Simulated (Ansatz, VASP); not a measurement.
**Ga2SiS: VASP beside Ansatz**

```xyz
8
Lattice="4.0752 0.0000 0.0000 0.0000 4.0752 0.0000 0.0000 0.0000 10.7879" Properties=species:S:1:pos:R:3 pbc="T T T"
Ga    0.0000    2.0376    1.2432
Ga    0.0000    2.0376    6.6372
Ga    2.0376    0.0000    4.1508
Ga    2.0376    0.0000    9.5447
Si    0.0000    0.0000    5.3940
Si    0.0000    0.0000   10.7879
S     2.0376    2.0376    2.6970
S     2.0376    2.0376    8.0909
```

Alike in both runs: task single point; functional PBE; k mesh 4 × 4 × 2; occupations gaussian, width 0.1 eV; no spin polarisation.

|  | VASP | Ansatz |
| --- | --- | --- |
| version | VASP 6.6.1 | Ansatz 0.2.0 |
| potentials or method | VASP PAW PBE potentials, release 64 (Ga_d, Si, S) | scalar-relativistic, plane waves, PAW |
| plane-wave cutoff (eV) | 520 | 420 |
| valence electrons in the cell | 72 | 72 |

```csv
,VASP,Ansatz,Ansatz less VASP
gap on the k mesh at the Fermi level (eV),0.33,0.34,+0.010
least direct gap on the mesh (eV),0.39,0.40,+0.014
pressure (GPa),0.0,0.0,-0.01
largest component of the traceless stress (GPa),0.38,0.38,-0.004
rms of the force components (eV/Å),0.019,0.011,-0.0077
```

Atom by atom the forces differ by 0.008 eV/Å (rms over components). With one functional, cell and mesh, what is left measures potentials, basis and numerics.
